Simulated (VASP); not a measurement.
A run of VASP 6.6.1 is set up as follows.

Contents of INCAR:

```
PREC = Accurate
ENCUT = 520
EDIFF = 1E-7
ISMEAR = 0
SIGMA = 0.3
LREAL = False
LASPH = True
NELM = 80
ALGO = Fast
ISIF = 3
LWAVE = False
LCHARG = False
GGA = PE
IBRION = 2
NSW = 80
EDIFFG = -0.002
```

File KPOINTS:

```
regular mesh
0
Gamma
  18 18 18
```

The input POSCAR:

```
Ag
1.0
    0.0000000000      2.0427500000      2.0427500000
    2.0427500000      0.0000000000      2.0427500000
    2.0427500000      2.0427500000      0.0000000000
Ag
1
Direct
    0.0000000000      0.0000000000      0.0000000000
```

Potentials or basis: VASP PAW PBE potentials, release 64 (Ag).

Command:

```console
$ cat potpaw_PBE.64/Ag/POTCAR > POTCAR
$ mpirun -np 1 vasp_std > vasp.out
```

(1) What does it give for the band gap on the k mesh?

(2) Predict the relaxed cell.

(3) Estimate the space group after relaxing (to 0.05 Å).

(4) What does it give for the relaxed volume?

## Answers

(1) none (metal or under the smearing width).

(2) a = 2.932 Å, b = 2.932 Å, c = 2.932 Å, α = 60.00°, β = 60.00°, γ = 60.00°.

(3) Fm-3m (No. 225).

(4) 17.83 Å³/atom.
